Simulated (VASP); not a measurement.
A convergence study with VASP on P (black): one setting is varied, all else stays as given below, so the limit is that of these other settings.

```
P
1.0
    1.65500    -5.24000     0.00000
    1.65500     5.24000     0.00000
    0.00000     0.00000     4.38000
P
4
Direct
  0.10170   0.89830   0.91940
  0.39830   0.60170   0.41940
  0.60170   0.39830   0.58060
  0.89830   0.10170   0.08060
```

Calculation: PBE GGA, VASP's PBE PAW potentials (set 64) (plane waves; VASP). The tightest run used: 550 eV cut-off, 12×12×9 Monkhorst-Pack mesh, Gaussian smearing of 0.050 eV, potentials P.

```tsv
setting	E (eV/atom)	pressure (GPa)	largest force (eV/Å)	irreducible k-points
1×1×1 mesh	-4.2169	11.68	3.000	1
2×2×2 mesh	-5.1532	4.36	0.864	2
3×3×2 mesh	-5.3072	2.72	0.244	4
4×4×3 mesh	-5.3367	2.19	0.012	12
```

### Question
These are the cheaper rows. Estimate the results at 12×12×9 mesh, and how far the last row shown lies from them.

### Answer

| quantity | tightest run | last row shown is off by |
|---|---|---|
| E (eV/atom) | -5.3667 | 0.0300 |
| pressure (GPa) | 1.88 | 0.30 |
| largest force (eV/Å) | 0.062 | -0.051 |

Left out are rungs that failed or repeat a setting and relaxations that didn't move; long series are thinned to 24 rows.

The compound is P in the black structure. The cell was not relaxed at this level, forces remain on its atoms.
